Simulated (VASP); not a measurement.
All values below come from r2SCAN meta-GGA, VASP's PBE PAW potentials (set 64) (plane waves; VASP).

Input for VASP

INCAR:
```
SYSTEM = ErGe2
PREC = Accurate
ENCUT = 400
EDIFF = 1E-7
NELM = 100
ALGO = Normal
LREAL = .FALSE.
LASPH = .TRUE.
ISMEAR = -5
METAGGA = R2SCAN
LMIXTAU = .TRUE.
LMAXMIX = 6
LWAVE = .FALSE.
LCHARG = .FALSE.
LORBIT = 11
NEDOS = 601
ISIF = 2
LEFG = .TRUE.
```

KPOINTS_OPT:
```
k-points along high-symmetry lines
10
Line-mode
Reciprocal
  0.000000   0.000000   0.000000 ! GAMMA
  0.500000   0.000000   0.500000 ! X

  0.500000   0.000000   0.500000 ! X
  0.625000   0.250000   0.625000 ! U

  0.375000   0.375000   0.750000 ! K
  0.000000   0.000000   0.000000 ! GAMMA

  0.000000   0.000000   0.000000 ! GAMMA
  0.500000   0.500000   0.500000 ! L

  0.500000   0.500000   0.500000 ! L
  0.500000   0.250000   0.750000 ! W

  0.500000   0.250000   0.750000 ! W
  0.500000   0.000000   0.500000 ! X
```

**KPOINTS**
```
Regular mesh
0
gamma
 9 9 9
```

POSCAR:
```
ErGe2
3.3191350
  0.0000000000   0.9999998532   0.9999998532
  0.9999998532   0.0000000000   0.9999998532
  0.9999998532   0.9999998532   0.0000000000
Er Ge
1 2
Direct
  0.0000000000   0.0000000000   0.0000000000
  0.2500000000   0.2500000000   0.2500000000
  0.7500000000   0.7500000000   0.7500000000
```

POTCAR, in this order: Er_3 Ge_d (PBE.64 set). Program: vasp_std.

Output

### OUTCAR
```
 ion  position               nearest neighbor table
   1  0.000  0.000  0.000-   3 2.87   3 2.87   3 2.87   2 2.87   3 2.87   2 2.87   2 2.87   2 2.87
  LATTYP: Found a face centered cubic cell.
 ALAT       =     6.6382690254
 Subroutine PRICEL returns:
 Original cell was already a primitive cell.
 Subroutine GETGRP returns: Found 48 space group operations
The static configuration has the point symmetry O_h .
The dynamic configuration has the point symmetry O_h .
 Subroutine INISYM returns: Found 48 space group operations
 Subroutine IBZKPT returns following result:
 Found     35 irreducible k-points:

 Following reciprocal coordinates:
            Coordinates               Weight
  0.000000  0.000000  0.000000      1.000000
  0.111111  0.000000  0.000000      8.000000
  0.222222  0.000000  0.000000      8.000000
  0.333333  0.000000  0.000000      8.000000
  0.444444  0.000000  0.000000      8.000000
  0.111111  0.111111  0.000000      6.000000
  0.222222  0.111111  0.000000     24.000000
  0.333333  0.111111  0.000000     24.000000
  0.444444  0.111111  0.000000     24.000000
 -0.444444  0.111111  0.000000     24.000000
 -0.333333  0.111111  0.000000     24.000000
 -0.222222  0.111111  0.000000     24.000000
 -0.111111  0.111111  0.000000     12.000000
  0.222222  0.222222  0.000000      6.000000
  0.333333  0.222222  0.000000     24.000000
  0.444444  0.222222  0.000000     24.000000
 -0.444444  0.222222  0.000000     24.000000
 -0.333333  0.222222  0.000000     24.000000
 -0.222222  0.222222  0.000000     12.000000
  0.333333  0.333333  0.000000      6.000000
  0.444444  0.333333  0.000000     24.000000
 -0.444444  0.333333  0.000000     24.000000
 -0.333333  0.333333  0.000000     12.000000
  0.444444  0.444444  0.000000      6.000000
 -0.444444  0.444444  0.000000     12.000000
...
```

File OSZICAR:
```
       N       E                     dE             d eps       ncg     rms          rms(c)
DAV:   1     0.210734280785E+03    0.21073E+03   -0.16949E+04  1814   0.320E+03
DAV:   2    -0.312536569491E+02   -0.24199E+03   -0.23993E+03  2334   0.747E+02
DAV:   3    -0.634710866100E+02   -0.32217E+02   -0.31857E+02  2344   0.179E+02
DAV:   4    -0.654150383614E+02   -0.19440E+01   -0.18868E+01  1926   0.385E+01
DAV:   5    -0.655159320898E+02   -0.10089E+00   -0.10011E+00  2424   0.951E+00    0.267E+01
DAV:   6    -0.619847037512E+02    0.35312E+01   -0.73838E-01  2174   0.152E+01    0.149E+01
DAV:   7    -0.611483313214E+02    0.83637E+00   -0.85476E-01  2330   0.119E+01    0.910E-01
DAV:   8    -0.621227614130E+02   -0.97443E+00   -0.79243E-01  1858   0.673E+00    0.171E+00
DAV:   9    -0.620057553382E+02    0.11701E+00   -0.57950E-02  2486   0.255E+00    0.569E-01
DAV:  10    -0.620133676896E+02   -0.76124E-02   -0.17576E-02  2374   0.109E+00    0.263E-01
DAV:  11    -0.620174754185E+02   -0.41077E-02   -0.63521E-03  2318   0.586E-01    0.978E-02
DAV:  12    -0.620183792373E+02   -0.90382E-03   -0.35893E-03  2182   0.626E-01    0.642E-02
DAV:  13    -0.620180664606E+02    0.31278E-03   -0.87104E-04  2546   0.311E-01    0.523E-02
DAV:  14    -0.620194645687E+02   -0.13981E-02   -0.81083E-04  2354   0.381E-01    0.263E-02
DAV:  15    -0.620195732219E+02   -0.10865E-03   -0.56506E-05  2304   0.672E-02    0.535E-03
DAV:  16    -0.620195807981E+02   -0.75762E-05   -0.14205E-05  2060   0.435E-02    0.281E-03
DAV:  17    -0.620195818906E+02   -0.10924E-05   -0.10986E-06  1968   0.162E-02    0.419E-03
DAV:  18    -0.620195803615E+02    0.15291E-05   -0.26505E-07  1804   0.840E-03    0.141E-03
DAV:  19    -0.620195819718E+02   -0.16103E-05    0.36303E-07  1262   0.473E-03    0.797E-04
DAV:  20    -0.620195807845E+02    0.11874E-05    0.36415E-09  1166   0.375E-03    0.370E-04
DAV:  21    -0.620195809117E+02   -0.12719E-06    0.57017E-08  1136   0.316E-03    0.354E-04
DAV:  22    -0.620195808332E+02    0.78425E-07   -0.61154E-09  1064   0.219E-03
   1 F= -.62019581E+02 E0= -.62019581E+02  d E =0.000000E+00
       N       E                     dE             ncg
       N       E                     dE             ncg
```

OUTCAR:
```
------------------------ aborting loop because EDIFF is reached ----------------------------------------
  FORCE on cell =-STRESS in cart. coord.  units (eV):
  Direction    XX          YY          ZZ          XY          YZ          ZX
  --------------------------------------------------------------------------------------
  Total       -0.0745462     -0.0745462     -0.0745462      0.0000000      0.0000000      0.0000000
  in kB       -1.6331709     -1.6331709     -1.6331709      0.0000000      0.0000000      0.0000000
  external PRESSURE =      -1.6331709 kB  Pullay stress =       0.0000000 kB
  volume of cell :       73.13
      direct lattice vectors                 reciprocal lattice vectors
     0.000000000  3.319134513  3.319134513    -0.150641680  0.150641680  0.150641680
     3.319134513  0.000000000  3.319134513     0.150641680 -0.150641680  0.150641680
     3.319134513  3.319134513  0.000000000     0.150641680  0.150641680 -0.150641680
 POSITION                                       TOTAL-FORCE (eV/Angst)
 -----------------------------------------------------------------------------------
      0.00000      0.00000      0.00000        -0.000000     -0.000000     -0.000000
      1.65957      1.65957      1.65957        -0.000000     -0.000000      0.000000
      4.97870      4.97870      4.97870         0.000000      0.000000     -0.000000
 -----------------------------------------------------------------------------------
    total drift:                               -0.000000     -0.000000      0.000000
  FREE ENERGIE OF THE ION-ELECTRON SYSTEM (eV)
  ---------------------------------------------------
  free  energy   TOTEN  =       -62.0195808332 eV

  energy  without entropy=      -62.0195808332  energy(sigma->0) =      -62.01958083

 total charge

# of ion       s       p       d       tot
------------------------------------------
    1        0.432   6.743   1.323   8.498
    2        1.190   1.116   9.981  12.287
    3        1.190   1.116   9.981  12.287
--------------------------------------------------
tot          2.811   8.974  21.286  33.072

 Electric field gradients after diagonalization (V/A^2)
 (convention: |V_zz| > |V_xx| > |V_yy|)
----------------------------------------------------------------------
 ion       V_xx      V_yy      V_zz     asymmetry (V_yy - V_xx)/ V_zz
----------------------------------------------------------------------
   1       0.000     0.000    -0.001       0.000
   2       0.006     0.006    -0.012       0.000
   3       0.006     0.006    -0.012       0.000
```
(Selected blocks of OUTCAR.)

The 4f electrons are frozen in the core of the lanthanide potential, so 4f levels, which can set the real gap, and their magnetism are missing. For a metal the tetrahedron method with Blöchl corrections gives inexact stress and forces.

The structure was generated: ErGe2 was put into the fluorite type (Fm-3m), which need not be its known phase. It was relaxed first, which changed the volume by -11 %. The electron count is odd and the run is not spin-polarised, which forces a metal.
